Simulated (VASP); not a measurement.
# SnSe2: structure and properties in VASP

Aim: relax SnSe2 with PBEsol, compute its properties on that cell and hold them against experiment. The steps: relaxing cell and atoms (PBEsol), single point with fields (PBEsol), bands along the symmetry lines (PBEsol), density of states (PBEsol), vibrations at Γ (PBEsol), independent-particle dielectric function (PBEsol), band structure (PBEsol + SOC), bands along the symmetry lines (HSE06), bands along the symmetry lines (TB-mBJ) and bands along the symmetry lines (PBEsol), changed input. The start is a cell from a database of measured crystal structures.

Program: VASP 6.6.1. Level of theory: PBEsol; plane waves and PAW (Sn_d, Se), in the first sound run; inputs show where later runs differ. Results are calculated unless marked as measured.

**What experiment says.**

For SnSe2, CdI2-type layered (CVT-grown single crystal), “Temperature Dependent Excitonic Transition Energy and Enhanced Electron-Phonon Coupling in Layered Ternary SnS2-xSex Semiconductors with Fully Tunable Stoichiometry” (2021, pmc:8069899) gives, by HRTEM: lattice constant a 3.83 ± 0.02 Å [a from HRTEM images, limited precision; measurement temperature not stated]; lattice constant c 6.12 ± 0.02 Å [measurement temperature not stated].

“Unusual pressure-induced periodic lattice distortion in SnSe2” (2018, arxiv:1807.04993) reports for SnSe2, H1 hexagonal (CdI2-type, 1T), by Raman in diamond anvil cell, 488 nm excitation (commercial single crystal, neon medium, low pressure (value not stated), 300 K): Raman mode (Eg, approximate position in the low-pressure spectrum) about 120 cm⁻¹ [Rounded position in the low-pressure spectrum; exact pressure not stated, may not be …]; Raman mode (A1g, approximate position in the low-pressure spectrum) about 190 cm⁻¹ [Rounded position in the low-pressure spectrum; exact pressure not stated, may not be …].

Report form: the programs' logs are mostly left out.

### Step 1. The structure

Before any relaxation, the start is as follows. Symmetry: P-3m1, No. 164, trigonal system. The conventional cell has a = 3.811 Å, b = 3.811 Å, c = 6.136 Å, α = 90.00°, β = 90.00°, γ = 120.00°. Sn has 6 Se at 2.68 Å nearest. Nearest to Se lie 3 Sn at 2.68 Å. Farther neighbours and most contacts between anions are not listed.

### Step 2. Relaxing cell and atoms (PBEsol)

The start need not lie at this functional's minimum. ISIF = 3 frees volume, shape and positions, and EDIFFG sets the threshold on forces and stress at which the search stops. PBEsol restores the gradient expansion of exchange and is tuned for the cells of solids.

INCAR reads:

```
SYSTEM = SnSe2
PREC = Accurate
ENCUT = 400
EDIFF = 1E-06
NELM = 100
ISMEAR = 0
SIGMA = 0.05
LREAL = .FALSE.
ALGO = Normal
GGA = PS
NBANDS = 19
LORBIT = 11
LWAVE = .FALSE.
LCHARG = .FALSE.
KPAR = 2
IBRION = 2
NSW = 60
ISIF = 3
EDIFFG = -0.01
```

POSCAR reads:

```
SnSe2
1.0
    3.8110000000      0.0000000000      0.0000000000
   -1.9055000000      3.3004228138      0.0000000000
    0.0000000000      0.0000000000      6.1360000000
Sn Se
1 2
Direct
    0.0000000000      0.0000000000      0.0000000000
    0.3333333333      0.6666666667      0.2490000000
    0.6666666667      0.3333333333      0.7510000000
```

KPOINTS reads:

```
Automatic mesh
0
Gamma
7 7 4
0 0 0
```

The projector-augmented-wave data sets are Sn_d and Se (PBE family, release 64).

Started as:

```
mpirun -np 2 vasp_std
```

Wall time 79 s (2 MPI ranks of AMD EPYC 9R45, shared host); peak memory 0.33 GiB; 2.2 min of CPU time.

The gap is read on the k-mesh alone, so it is an upper bound where the band edges lie off the mesh. The bonds form layers, held to each other by dispersion, which PBEsol lacks, so the spacing between them is unreliable. The PAW data sets were made with PBE, which is usual practice but a small mismatch for other functionals. The run keeps the 12 symmetry operations of its start, so it cannot find a distortion of lower symmetry.

Relaxation path:

```
step  energy less that of the first step (eV)  largest force (eV/Å)  pressure (GPa)  volume (Å³)
   1                                   0.0000                0.6226            2.62        77.18
   2                                  -0.0122                0.2730           -2.41        81.97
   3                                  -0.0330                0.1023           -0.37        79.79
   4                                  -0.0361                0.0543           -0.22        79.34
   5                                  -0.0367                0.0163           -0.06        79.00
   6                                  -0.0367                0.0212           -0.09        79.04
   7                                  -0.0369                0.0378            0.02        78.87
   8                                  -0.0369                0.0610            0.17        78.62
   9                                  -0.0370                0.0602            0.18        78.60
  10                                  -0.0372                0.0575            0.17        78.53
  11                                  -0.0376                0.0523            0.13        78.39
  12                                  -0.0381                0.0425            0.08        78.12
  13                                  -0.0384                0.0230           -0.03        77.56
  14                                  -0.0384                0.0280            0.00        77.69
  15                                  -0.0386                0.0057           -0.04        77.66
  16                                  -0.0386                0.0049           -0.06        77.64
  17                                  -0.0386                0.0036            0.04        77.53
```

```
conventional cell, symmetrised  before  after  change
                         a (Å)   3.811  3.820  +0.2 %
                         b (Å)   3.811  3.820  +0.2 %
                         c (Å)   6.136  6.134  -0.0 %
              volume (Å³/atom)   25.73  25.84  +0.5 %
```

The atoms that moved most (Å, as changes of fractional coordinates times the final cell):

```
atom     dx     dy      dz  length
 Se2  0.000  0.000   0.060   0.060
 Se3  0.000  0.000  -0.060   0.060
```

Final coordinates:

```cif
data_structure
_symmetry_space_group_name_H-M 'P 1'
_symmetry_Int_Tables_number 1
_cell_length_a 3.8203
_cell_length_b 3.8203
_cell_length_c 6.1341
_cell_angle_alpha 90.000
_cell_angle_beta 90.000
_cell_angle_gamma 120.000
_cell_volume 77.53
loop_
_atom_site_label
_atom_site_type_symbol
_atom_site_fract_x
_atom_site_fract_y
_atom_site_fract_z
_atom_site_occupancy
Sn1 Sn 0.00000 0.00000 0.00000 1
Se2 Se 0.33333 0.66667 0.25871 1
Se3 Se 0.66667 0.33333 0.74129 1
```

This step gave:

```
electrons                       : 26
bands                           : 19
irreducible k-points            : 28
symmetry operations             : 12
free energy (TOTEN)             : -12.98 eV
Fermi energy                    : 4.292 eV
pressure                        : 0.04106 GPa
metallic                        : no
valence top at k                : 0.1429, 0, 0
conduction bottom at k          : 0, 0.4286, 0.25
least direct gap at k           : 0, 0, 0
SCF cycles over all ionic steps : 107
gap on the k-mesh               : 0.6368 eV
least direct gap on the k-mesh  : 0.9469 eV
```

It ends with a largest force of 0.004 eV/Å and a pressure of 0.04 GPa. The volume lies +0.5 % from that of the database's start.

### Step 3. Single point with fields (PBEsol)

A single point on the relaxed cell gives a clean self-consistent state, with density, ELF and potential written out.

Edit INCAR of step 2 so:

```diff
@@ -13,7 +13,5 @@
 LWAVE = .FALSE.
-LCHARG = .FALSE.
-KPAR = 2
-IBRION = 2
-NSW = 60
-ISIF = 3
-EDIFFG = -0.01
+LCHARG = .TRUE.
+ISIF = 2
+LELF = .TRUE.
+LVHAR = .TRUE.
```

POSCAR reads:

```
SnSe2
1.0
    3.8202979081      0.0000000000      0.0000000000
   -1.9101489540      3.3084750384      0.0000000000
    0.0000000000      0.0000000000      6.1341064093
Sn Se
1 2
Direct
    0.0000000000      0.0000000000      0.0000000000
    0.3333333333      0.6666666667      0.2587113852
    0.6666666667      0.3333333333      0.7412886148
```

KPOINTS is that of step 2.

Started as:

```
mpirun -np 2 vasp_std
```

It took 9.2 s on 2 MPI ranks; peak memory 0.25 GiB.

Numbers from this step:

```
SCF cycles                     : 12
bands                          : 20
Fermi energy                   : 4.332 eV
pressure                       : 0.04034 GPa
least direct gap on the k-mesh : 0.9468 eV
```

Valence electrons inside each PAW sphere by angular momentum. Sphere charges, by row:

```
atom  s (e)  p (e)  d (e)  tot (e)
 Sn1  1.062  1.027   10.1    12.19
 Se2  1.488   2.29  0.028    3.806
 Se3  1.488   2.29  0.028    3.806
```

Valence density in the ac plane at fractional y = 0.000, with atoms of Sn within 0.2 Å of it. It is the smooth field of the valence electrons, not physical close to the nuclei.

Ten steps, logarithmic in the rise over the least value, from '0' (0 e/Å³) to '9' (12 e/Å³), each cell a mean:
```
98742111123579
87532211122467
55322222222345
22222222222222
11112222222111
01112222221111
00011222221100
00001122111000
00000111110000
00000001000000
00000000000000
00000000000000
00000111110000
00001111111000
00011222211100
00111222221110
11112222222111
22222222222222
44322222222234
76532211122357
98642111123578
99742111123589
```
Columns run along a (3.8 Å), rows up along c (6.1 Å). Atoms in or near the plane, at fractional coordinates: Sn at (0.00, 0.00).

ELF in the ac plane at fractional y = 0.000, with atoms of Sn within 0.2 Å of it. It is the smooth field of the valence electrons, not physical close to the nuclei.

Ten even steps from '_' (0.01) to '@' (0.77), each cell a mean:
```
__..--==----::::::--====::__
..::==========--========--::
========++**********========
------==**##%%%%%%##**==----
::::--++##%%@@@@@@%%**==--::
....::==##@@@@@@@@%%**--::..
____..==**@@@@@@@@%%**--..__
____..::++%%@@@@%%##==::____
______..--++******==::..____
________..::::::::....______
____________________________
__________..........________
______..::==++++++--::..____
______::++##%%%%%%**==::____
____..--**%%@@@@@@%%++::..__
....::==##@@@@@@@@%%**--....
::::--++##@@@@@@@@%%**==::::
------++**%%%%%%%%##**==----
========++**######**++======
::--======================--
__..--==----::::::--====::..
--__::==--::::..::--====....
```
Columns run along a (3.8 Å), rows up along c (6.1 Å). Atoms in or near the plane, at fractional coordinates: Sn at (0.00, 0.00).

Electrostatic potential energy in the ac plane at fractional y = 0.000, with atoms of Sn within 0.2 Å of it. With pseudopotentials it is smooth inside the atoms' cores, unlike the true potential.

Values in eV, 22 rows by 14 columns, each cell a mean:
```
-90 -88 -63 -29  -6   0   2   2   1  -1 -11 -39 -74 -89
-79 -70 -44 -17  -3   0   2   2   2  -1  -5 -25 -54 -73
-42 -35 -18  -5  -1   1   1   1   1   0  -2  -8 -24 -37
-11  -8  -3  -1   0   0   0  -1   0   0   0  -1  -5  -9
 -1  -1   0   1   1   0  -2  -2  -1   0   1   1   0  -1
  2   2   3   3   2   0  -2  -2  -1   0   2   3   3   2
  4   4   4   3   2   1  -1  -1  -1   1   3   3   4   4
  5   5   4   4   3   2   1   1   1   3   4   4   4   5
  5   5   5   5   4   4   3   3   3   4   4   5   5   5
  5   5   5   5   5   4   4   4   4   5   5   5   5   5
  5   5   5   5   5   5   5   5   5   5   5   5   5   5
  5   5   5   5   5   5   4   4   4   5   5   5   5   5
  5   5   5   5   4   4   3   3   4   4   4   5   5   5
  5   5   5   4   4   3   2   2   2   3   4   4   5   5
  4   4   4   4   3   1   0  -1   0   2   3   4   4   4
  3   3   3   3   2   0  -1  -2  -1   0   2   3   3   3
  0   1   1   2   1  -1  -2  -2  -2   0   1   2   1   0
 -7  -5  -2   0   1   0  -1  -1   0   0   0  -1  -3  -5
-31 -25 -12  -3  -1   1   1   1   1   0  -1  -5 -16 -27
-69 -59 -36 -13  -2   0   2   2   1   0  -4 -19 -45 -63
-90 -86 -60 -27  -5   0   2   2   2  -1  -9 -36 -71 -88
-90 -90 -70 -34  -8   0   2   2   1  -2 -13 -44 -80 -90
```
Columns run along a (3.8 Å; values clipped at the 3rd and 97th percentile), rows up along c (6.1 Å). Atoms in or near the plane, at fractional coordinates: Sn at (0.00, 0.00).

In this run the pressure is 0.04 GPa, small enough to go on.

### Step 4. Bands along the symmetry lines (PBEsol)

The mesh alone shows little of the dispersion and can miss band extrema, so KPOINTS_OPT adds a path through the symmetry points after the self-consistent cycle.

INCAR reads:

```
SYSTEM = SnSe2
PREC = Accurate
ENCUT = 400
EDIFF = 1E-06
NELM = 100
ISMEAR = 0
SIGMA = 0.05
LREAL = .FALSE.
ALGO = Normal
GGA = PS
NBANDS = 26
LORBIT = 11
LWAVE = .FALSE.
LCHARG = .FALSE.
KPAR = 2
```

POSCAR is that of step 3.

KPOINTS is that of step 3.

KPOINTS_OPT reads:

```
Line mode
16
Line-mode
Reciprocal
  0.00000000   0.00000000   0.00000000 GAMMA
  0.50000000   0.00000000   0.00000000 M

  0.50000000   0.00000000   0.00000000 M
  0.33333333   0.33333333   0.00000000 K

  0.33333333   0.33333333   0.00000000 K
  0.00000000   0.00000000   0.00000000 GAMMA

  0.00000000   0.00000000   0.00000000 GAMMA
  0.00000000   0.00000000   0.50000000 A

  0.00000000   0.00000000   0.50000000 A
  0.50000000   0.00000000   0.50000000 L

  0.50000000   0.00000000   0.50000000 L
  0.33333333   0.33333333   0.50000000 H

  0.33333333   0.33333333   0.50000000 H
  0.00000000   0.00000000   0.50000000 A

  0.50000000   0.00000000   0.50000000 L
  0.50000000   0.00000000   0.00000000 M

  0.33333333   0.33333333   0.00000000 K
  0.33333333   0.33333333   0.50000000 H
```

Started as:

```
mpirun -np 2 vasp_std
```

Run time: 43 s. Hardware: 2 MPI ranks; peak memory 0.37 GiB.

Spin-orbit coupling is off here; with elements this heavy it splits and shifts levels by tenths of an eV or more.

This step gave:

```
bands                             : 26
Fermi energy                      : 4.232 eV
pressure                          : 0.04274 GPa
least gap on mesh and path        : 0.4923 eV
least direct gap on mesh and path : 0.9468 eV
valence top at k                  : 0.08889, 0.08889, 0
conduction bottom at k            : 0.5, 0, 0.3333
```

Electronic bands along the path, in eV, zero at the valence-band top; v1 is the highest filled band, c1 the lowest empty one:

```
          point     v4     v3     v2     v1    c1    c2    c3    c4
              Γ  -0.62  -0.39  -0.39  -0.14  0.81  2.92  4.54  4.54
0.47 of the way  -2.27  -1.81  -0.26  -0.12  1.93  3.67  5.10  5.26
              M  -3.10  -2.57  -1.49  -0.32  1.09  3.54  5.08  5.09
0.47 of the way  -3.15  -3.00  -1.48  -1.28  1.25  4.87  5.07  6.01
              K  -3.63  -3.32  -1.77  -1.77  0.96  6.22  6.22  6.95
0.53 of the way  -3.20  -1.28  -1.19  -0.19  2.01  4.63  4.76  5.36
              Γ  -0.62  -0.39  -0.39  -0.14  0.81  2.92  4.54  4.54
0.47 of the way  -0.69  -0.69  -0.28  -0.28  1.73  2.91  4.40  4.40
              A  -0.75  -0.75  -0.19  -0.19  2.41  2.80  4.23  4.23
0.47 of the way  -1.88  -1.62  -1.51  -0.46  1.56  4.35  5.37  5.57
              L  -2.35  -2.06  -0.98  -0.80  0.61  3.92  4.53  5.64
0.47 of the way  -3.43  -2.76  -0.68  -0.53  1.41  4.16  5.03  5.31
              H  -4.24  -3.77  -0.43  -0.43  2.24  4.26  4.26  5.79
0.47 of the way  -2.86  -2.12  -0.99  -0.90  1.99  4.38  5.53  5.61
              A  -0.75  -0.75  -0.19  -0.19  2.41  2.80  4.23  4.23
      jump to L  -2.35  -2.06  -0.98  -0.80  0.61  3.92  4.53  5.64
0.47 of the way  -2.64  -2.46  -0.93  -0.58  0.56  3.83  5.25  5.57
              M  -3.10  -2.57  -1.49  -0.32  1.09  3.54  5.08  5.09
      jump to K  -3.63  -3.32  -1.77  -1.77  0.96  6.22  6.22  6.95
0.47 of the way  -3.96  -3.53  -1.16  -1.16  1.48  5.27  5.27  6.47
              H  -4.24  -3.77  -0.43  -0.43  2.24  4.26  4.26  5.79
```

Of the projections kept (Sn, Se), the largest for each band there; the rest of the weight can lie on other orbitals:

```
point       v4       v3       v2       v1       c1       c2       c3       c4
    Γ  Se 0.79  Se 0.92  Se 0.92  Se 0.86  Se 0.57  Sn 0.55  Sn 0.71  Sn 0.71
    M  Se 0.76  Se 0.69  Se 0.85  Se 0.93  Se 0.61  Sn 0.57  Sn 0.60  Se 0.66
    K  Se 0.67  Se 0.63  Se 0.92  Se 0.92  Se 0.58  Se 0.62  Se 0.62  Sn 0.50
    Γ  Se 0.79  Se 0.92  Se 0.92  Se 0.86  Se 0.57  Sn 0.55  Sn 0.71  Sn 0.71
    A  Se 0.81  Se 0.81  Se 0.92  Se 0.92  Se 0.61  Sn 0.64  Sn 0.74  Sn 0.74
    L  Se 0.67  Se 0.72  Se 0.88  Se 0.93  Se 0.59  Se 0.68  Sn 0.62  Sn 0.51
```

The path lowers the gap by 0.14 eV against the mesh alone, so a band edge lies off the mesh.

### Step 5. Density of states (PBEsol)

Here the states are counted by energy and projected on the atoms. The mesh is finer than in the run before.

Edit INCAR of step 4 so:

```diff
@@ -5,3 +5,3 @@
 NELM = 100
-ISMEAR = 0
+ISMEAR = -5
 SIGMA = 0.05
@@ -15 +15,2 @@
 KPAR = 2
+NEDOS = 2001
```

POSCAR is that of step 4.

KPOINTS reads:

```
Automatic mesh
0
Gamma
10 10 6
0 0 0
```

Started as:

```
mpirun -np 2 vasp_std
```

It took 26 s on 2 MPI ranks; peak memory 0.41 GiB; 44 s of CPU time.

This step gave:

| Item | Value |
| --- | --- |
| irreducible k-points | 72 |
| Fermi energy | 4.102 eV |
| pressure | 0.03095 GPa |
| valence top at k | 0.1, 0.1, 0 |
| conduction bottom at k | 0, 0.4, 0.3333 |
| gap on the k-mesh | 0.4997 eV |
| least direct gap on the k-mesh | 0.9474 eV |

The density of states has structure finer than the step of the table below, so its rows give means over 1 eV, whole bins alone (the curve runs from -12.0 to 8.41 eV). Peaks (eV: height): total -11.8: 8.25, -7.2: 3.18, -0.5: 4.53, 5.1: 4.37; Se p -2.4: 0.979, -0.5: 2.50, 1.8: 0.747, 5.2: 0.670; Sn p -2.5: 0.374, 4.3: 0.798, 5.1: 1.28, 6.6: 0.409; Sn s -7.2: 1.54, 1.8: 0.429; Se s -11.8: 5.89.

States under -12.0 eV and over 8.4 eV are left out. Density of states against energy, zero at the valence-band top; means over each step; values in states/eV/cell:

```
energy (eV)   total     Se p     Sn p     Sn s     Se s
         -8       0        0        0        0        0
         -7    1.31    0.166  0.00157    0.615   0.0985
         -6   0.682   0.0901   6.0e-4    0.259    0.122
         -5   0.272   0.0800   0.0420  0.00269  0.00681
         -4    1.49    0.467    0.231  0.00348   0.0259
         -3    2.15    0.776    0.311   0.0128   0.0330
         -2    1.90    0.784    0.226  0.00983   0.0245
         -1    3.03     1.53    0.117   0.0161   0.0220
          0    1.16    0.660   0.0130  0.00169  0.00412
          1   0.870    0.302   0.0137    0.194  0.00858
          2    1.13    0.435   0.0257    0.253   0.0163
          3  0.0739  0.00644   0.0201   3.5e-4  0.00726
          4    1.66    0.230    0.412  0.00925    0.102
          5    2.67    0.436    0.781  0.00470   0.0597
          6    2.48    0.454    0.473  0.00807   0.0195
          7    1.11    0.138   0.0997  0.00377  0.00384
```

The gap on this mesh is 0.50 eV. In the top eV of the valence band the largest shares in the PAW spheres are Se p 55 %; in the lowest eV of the conduction band, Se p 35 % and Sn s 22 %. The rest lies in smaller channels or between the spheres.

### Step 6. Vibrations at Γ (PBEsol)

Zone-centre modes test whether the atoms sit at a minimum within this cell. IBRION = 8 takes the force constants from linear response, which needs tightly converged orbitals.

INCAR reads:

```
SYSTEM = SnSe2
PREC = Accurate
ENCUT = 400
EDIFF = 1E-08
NELM = 100
ISMEAR = 0
SIGMA = 0.05
LREAL = .FALSE.
ALGO = Normal
GGA = PS
NBANDS = 19
LORBIT = 11
LWAVE = .FALSE.
LCHARG = .FALSE.
KPAR = 2
IBRION = 8
ISIF = 2
```

POSCAR is that of step 5.

KPOINTS reads:

```
Automatic mesh
0
Gamma
7 7 4
0 0 0
```

Started as:

```
mpirun -np 2 vasp_std
```

Run time: 1.8 min. Hardware: 2 MPI ranks; peak memory 0.74 GiB.

Energies printed during the response cycles are not total energies of the cell.

This step gave:

- bands: 19
- irreducible k-points: 28
- pressure of the cell: 0.03164 GPa
- largest force of the cell: 0.003422 eV/Å
- Fermi energy: 4.292 eV
- valence top at k: 0.1429, 0, 0
- conduction bottom at k: 0, 0.4286, 0.25
- gap on the k-mesh: 0.6368 eV
- least direct gap on the k-mesh: 0.9469 eV

Transverse limit, no LO-TO splitting. Modes at Γ, with each element's share of the kinetic energy:

```
mode  frequency (cm⁻¹)  symmetry  Sn %  Se %
   1              -0.3  acoustic    43    57
   2              -0.3  acoustic    43    57
   3              -0.3  acoustic    43    57
   4             119.1        Eg     0   100
   5             119.1        Eg     0   100
   6             144.6        Eu    57    43
   7             144.6        Eu    57    43
   8             180.2       A1g     0   100
   9             245.0       A2u    57    43
```

Displacements in mode 5 (119.1 cm⁻¹), the largest set to 1:
```
Sn1  0.00  0.00  0.00
Se2  1.00  0.49  0.00
Se3 -1.00 -0.49  0.00
```

Displacements in mode 9 (245.0 cm⁻¹), the largest set to 1:
```
Sn1  0.00  0.00 -1.00
Se2  0.00  0.00  0.75
Se3  0.00  0.00  0.75
```

The three acoustic modes lie within 0.3 cm⁻¹ of zero, and all others are real. By the characters of their eigenvectors the optical modes sort into (cm⁻¹) Raman active: Eg 119, A1g 180; infrared active: Eu 145, A2u 245. With a centre of inversion no mode is active in both.

[end of part 1 of 2]

[Lines on the potential files, build, host, timing and source positions are cut from VASP's logs without a mark.]

[Logs are printed without paths, hosts, clocks, repeated set-up lines and the standing remarks that a program may print on its own settings, such as how far it seeks lower states.]

[Hosts, paths, dates, database ids (printed as entryN), source tags and the programs' standing remarks are cut or masked in the printed files.]

[A measured line is paired with the nearest computed mode of its activity, which favours agreement.]
